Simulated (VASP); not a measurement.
Data:

```
MgO
1.0
    0.00000     2.12174     2.12174
    2.12174     0.00000     2.12174
    2.12174     2.12174     0.00000
Mg O
1 1
Direct
  0.00000   0.00000   0.00000
  0.50000   0.50000   0.50000
```

These are HSE06 screened hybrid (exact exchange on a k-mesh reduced by 3x3x3), VASP's PBE PAW potentials (set 64) (plane waves; VASP) values and carry that method's errors. Run with PREC = Normal, EDIFF = 1E-5, 400 eV cut-off, 12×12×12 Γ-centred mesh, Gaussian smearing of 0.050 eV, potentials Mg O.

Exact exchange is summed on a reduced mesh (NKRED).

**Question.** Predict the energy per atom (σ→0), band gap (on the k-mesh) with the smallest direct gap where there is one.

**Answer.** 
```yaml
band gap (on the k-mesh): 6.26 eV
smallest direct gap (on the k-mesh): 6.26 eV
energy per atom (σ→0): -7127 meV/atom
```

Only differences to runs with the same potentials and settings are physical.

The compound is MgO in the rock salt structure. It was relaxed first. The cell's shape comes from a PBE relaxation.
